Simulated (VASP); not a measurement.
# A VASP study of CaP2Ru2 (rev-vdW-DF2): structure first, properties next, part 2 of 2

How well does rev-vdW-DF2 reproduce what experiment finds for CaP2Ru2? The cell is relaxed first, and properties follow on it. The start is a computed cell from the Materials Project.

VASP 6.6.1; rev-vdW-DF2; plane waves and PAW (Ca_sv, P, Ru_pv).

So far. Step 4 (Density, ELF and potential (rev-vdW-DF2)): In this run the pressure is 0.01 GPa, small enough to go on; single stress components reach 0.02 GPa. Step 5 (Band structure (rev-vdW-DF2)): There is no gap at this level. The relaxed cell has a = 4.054, c = 9.715 Å (conventional setting).

## 6. Total and projected DOS (rev-vdW-DF2) (continued)

The density of states has structure finer than the step of the table below, so its rows give means over 0.5 eV, whole bins alone (the curve runs from -12.0 to 4.07 eV). Peaks (eV: height): total -5.18: 6.67, -4.38: 6.64, -3.50: 7.86, -1.74: 6.38; Ru d -4.21: 3.33, -3.50: 4.04, -1.74: 4.77, 1.17: 3.08; P p -6.14: 0.705, -5.79: 1.25, -5.18: 1.55, -4.56: 1.51; Ru p -5.18: 0.188, -4.56: 0.262, -3.50: 0.354, -2.89: 0.187.

States under -12.0 eV and over 4.1 eV are left out. Table of density of states by energy, zero at the Fermi level; means over each step; 7 of 9 lines; values in states/eV/cell:

| energy (eV) | total | Ru d | P p | Ca d | Ru p | Ru s | P s |
| --- | --- | --- | --- | --- | --- | --- | --- |
| -11.5 | 0.431 | 0.0265 | 0.00876 | 6.9e-4 | 0.00742 | 0.0449 | 0.189 |
| -11.0 | 1.92 | 0.195 | 0.0365 | 0.00425 | 0.0637 | 0.0925 | 0.903 |
| -10.5 | 1.62 | 0.182 | 0.0268 | 0.00236 | 0.0717 | 0.0307 | 0.798 |
| -10.0 | 0 | 0 | 0 | 0 | 0 | 0 | 0 |
| -9.5 | 0 | 0 | 0 | 0 | 0 | 0 | 0 |
| -9.0 | 0 | 0 | 0 | 0 | 0 | 0 | 0 |
| -8.5 | 0 | 0 | 0 | 0 | 0 | 0 | 0 |
| -8.0 | 0 | 0 | 0 | 0 | 0 | 0 | 0 |
| -7.5 | 0 | 0 | 0 | 0 | 0 | 0 | 0 |
| -7.0 | 0.372 | 0.0986 | 0.0854 | 0.00196 | 0.00124 | 0.0180 | 9.6e-4 |
| -6.5 | 2.50 | 0.562 | 0.531 | 0.0131 | 0.0218 | 0.260 | 0.00978 |
| -6.0 | 3.04 | 0.731 | 0.643 | 0.0155 | 0.0594 | 0.251 | 0.0137 |
| -5.5 | 3.48 | 1.19 | 0.759 | 0.0200 | 0.0688 | 0.114 | 0.0145 |
| -5.0 | 3.02 | 0.964 | 0.726 | 0.0243 | 0.0954 | 0.0695 | 0.00460 |
| -4.5 | 5.93 | 2.34 | 1.23 | 0.0523 | 0.199 | 0.105 | 0.0313 |
| -4.0 | 3.00 | 1.53 | 0.437 | 0.0206 | 0.0951 | 0.0186 | 0.0243 |
| -3.5 | 4.02 | 2.03 | 0.334 | 0.0415 | 0.167 | 0.0191 | 0.0320 |
| -3.0 | 3.49 | 1.87 | 0.259 | 0.0292 | 0.135 | 0.0137 | 0.0189 |
| -2.5 | 3.21 | 2.09 | 0.129 | 0.0438 | 0.0507 | 0.0147 | 0.00545 |
| -2.0 | 4.89 | 3.57 | 0.0984 | 0.0760 | 0.0446 | 0.0328 | 0.00692 |
| -1.5 | 4.67 | 3.42 | 0.0969 | 0.0661 | 0.0690 | 0.0358 | 0.0183 |
| -1.0 | 2.89 | 2.08 | 0.0703 | 0.0613 | 0.0597 | 0.0135 | 0.0225 |
| -0.5 | 2.69 | 1.57 | 0.120 | 0.103 | 0.0859 | 0.0210 | 0.0433 |
| 0.0 | 1.45 | 0.684 | 0.0850 | 0.0648 | 0.0554 | 0.0218 | 0.0234 |
| 0.5 | 1.73 | 0.739 | 0.110 | 0.125 | 0.0594 | 0.0225 | 0.0202 |
| 1.0 | 3.01 | 1.67 | 0.266 | 0.174 | 0.0486 | 0.0271 | 0.0434 |
| 1.5 | 3.97 | 2.13 | 0.421 | 0.251 | 0.0885 | 0.0772 | 0.0767 |
| 2.0 | 2.34 | 0.848 | 0.332 | 0.226 | 0.0809 | 0.0525 | 0.0818 |
| 2.5 | 2.09 | 0.561 | 0.304 | 0.296 | 0.0813 | 0.0489 | 0.0796 |
| 3.0 | 1.92 | 0.372 | 0.224 | 0.387 | 0.0662 | 0.0432 | 0.0870 |
| 3.5 | 2.27 | 0.332 | 0.167 | 0.647 | 0.0549 | 0.0501 | 0.122 |

The finer mesh and the other smearing move the Fermi level by +0.01 eV from the 7×7×7 run, a small shift, which tests the Fermi level alone. Of the states within 0.3 eV of the Fermi level, the largest shares in the PAW spheres are Ru d 47 % and P p 6 %. The rest lies in smaller channels or between the spheres.

## 7. Optical spectrum (rev-vdW-DF2)

LOPTICS sums transitions from filled to empty bands. NBANDS is raised for it.

The input, INCAR:

```
SYSTEM = CaP2Ru2
PREC = Accurate
ENCUT = 400
EDIFF = 1E-06
NELM = 100
ISMEAR = 0
SIGMA = 0.05
LREAL = .FALSE.
ALGO = Normal
GGA = MK
AGGAC = 0
LUSE_VDW = .TRUE.
PARAM1 = 0.1234
PARAM2 = 0.711357
ZAB_VDW = -1.8867
LASPH = .TRUE.
NBANDS = 64
LORBIT = 11
LWAVE = .FALSE.
LCHARG = .FALSE.
KPAR = 4
LOPTICS = .TRUE.
NEDOS = 1500
CSHIFT = 0.1
```

The input, POSCAR:

```
CaP2Ru2
1.0
   -4.0535391856      0.0000000000      0.0000000000
    0.0000000000      4.0535391856      0.0000000000
    2.0267695928     -2.0267695928     -4.8576881732
Ca P Ru
1 2 2
Direct
    0.0000000000      0.0000000000      0.0000000000
    0.3690945770      0.3690945770      0.7381891541
    0.6309054230      0.6309054230      0.2618108459
    0.7500000000      0.2500000000      0.5000000000
    0.2500000000      0.7500000000      0.5000000000
```

The input, KPOINTS:

```
Automatic mesh
0
Gamma
11 11 11
0 0 0
```

PAW data sets: Ca_sv, P and Ru_pv (PBE family, release 64).

Run with:

```sh
$ mpirun -np 4 vasp_std
```

Wall time 70 s (4 MPI ranks of Intel Xeon 6975P-C (Granite Rapids), shared host); peak memory 3.9 GiB; 4.6 min of CPU time.

These are independent-particle spectra without excitons or local fields. Fine structure and low peaks depend on the mesh and on CSHIFT. The intraband (Drude) part is not in this spectrum.

This step gave:

```
SCF cycles              : 13
bands                   : 64
energy at zero smearing : -26.15 eV
Fermi energy            : 9.121 eV
pressure                : 0.1011 GPa
```

The imaginary dielectric function has structure finer than the step of the table below, so its rows give means over 0.5 eV, whole bins alone (the curve runs from 0 to 25.0 eV). Peaks (eV: height): xx 0.33: 15.6, 2.10: 19.2; zz 0.33: 33.6, 0.77: 23.0, 5.31: 12.4.

Table of imaginary dielectric function by photon energy; means over each step:

```csv
photon energy (eV),xx,zz
0.5,10.8,22.6
1.0,14.3,19.5
1.5,16.7,10.0
2.0,18.6,11.4
2.5,18.6,7.07
3.0,15.0,4.78
3.5,10.3,4.80
4.0,9.98,7.36
4.5,10.5,9.17
5.0,9.22,10.8
5.5,7.28,11.4
6.0,6.04,9.06
6.5,6.12,9.68
7.0,6.28,8.99
7.5,6.19,7.34
8.0,5.79,6.88
8.5,6.64,6.07
9.0,6.89,4.47
9.5,5.21,3.74
10.0,4.15,3.66
10.5,3.78,3.05
11.0,3.34,2.92
11.5,2.64,2.77
12.0,2.61,2.48
12.5,2.56,2.03
13.0,2.54,1.94
13.5,2.41,1.79
14.0,1.94,1.55
14.5,1.50,1.34
15.0,1.30,1.40
15.5,1.07,1.21
16.0,0.929,1.11
16.5,1.03,1.16
17.0,0.910,1.04
17.5,0.828,0.938
18.0,0.674,0.970
18.5,0.565,0.958
19.0,0.501,0.722
19.5,0.465,0.517
20.0,0.392,0.491
20.5,0.381,0.527
21.0,0.366,0.522
21.5,0.379,0.480
22.0,0.456,0.518
22.5,0.533,0.582
23.0,0.551,0.648
23.5,0.519,0.656
24.0,0.523,0.650
24.5,0.594,0.663
```

The real dielectric function by photon energy:

```
photon energy (eV)      xx      zz
                 0    34.7    47.9
                 1    22.8    9.93
                 2    13.1    5.91
                 3    2.26    5.63
                 4    4.08    8.98
                 5  -0.295    6.23
                 6   0.405    1.75
                 7   0.840  -0.370
                 8   0.580   -1.29
                 9   -1.07   -2.57
                10   -1.86   -1.63
                11   -1.94   -1.32
                12   -1.16   -1.41
                13  -0.983  -0.820
                14   -1.63  -0.900
                15   -1.15  -0.472
                16  -0.674  -0.321
                17  -0.563  -0.309
                18  -0.477  -0.166
                19  -0.186  -0.289
                20  0.0490   0.119
                21   0.272   0.251
                22   0.498   0.475
                23   0.493   0.538
                24   0.680   0.596
```

## 8. What came out

- relaxed volume: 15.96 Å³/atom
- relaxed conventional cell a, b, c: 4.054, 4.054, 9.715 Å
- space group after relaxing, within 0.02 Å: I4/mmm (No. 139)
- band gap: none, a metal
- DOS at the Fermi level: 1.40 states/eV/cell

What this shows: With rev-vdW-DF2, CaP2Ru2 relaxes to 15.96 Å³/atom in space group I4/mmm (held by the symmetry of the run) and comes out as a metal. Band structure (rev-vdW-DF2): Of the bands kept, 2 cross the Fermi level on this path. Spin-orbit coupling is left out; it would split some degenerate bands. No search among competing phases was made, and a listed structure need not be the one stable at ambient conditions. All values are for a static lattice at zero temperature.

Calculation against experiment:

```
              quantity                         measured     rev-vdW-DF2
lattice constant a (Å)                            4.044  4.054 (+0.2 %)
lattice constant c (Å)  not in our table of this source           9.715
```

Measured values from arxiv:2103.15344 (2021).

How well it matches: The lattice constant a is off by +0.2 %: good agreement. The grades are ours: good and fair within 0.7 and 1.5 % for the lattice constant a. Zero-point motion and thermal expansion are not in the computed lattice constants.

[Lines on the potential files, build, host, timing and source positions are cut from VASP's logs without a mark.]

[Logs are printed without paths, hosts, clocks, repeated set-up lines and the standing remarks that a program may print on its own settings, such as how far it seeks lower states.]

[Hosts, paths, dates, database ids (printed as entryN), source tags and the programs' standing remarks are cut or masked in the printed files.]

[A measured line is paired with the nearest computed mode of its activity, which favours agreement.]

[In band tables of VASP the shares of atoms and orbitals are scaled to a sum of 1 inside the atoms' spheres.]
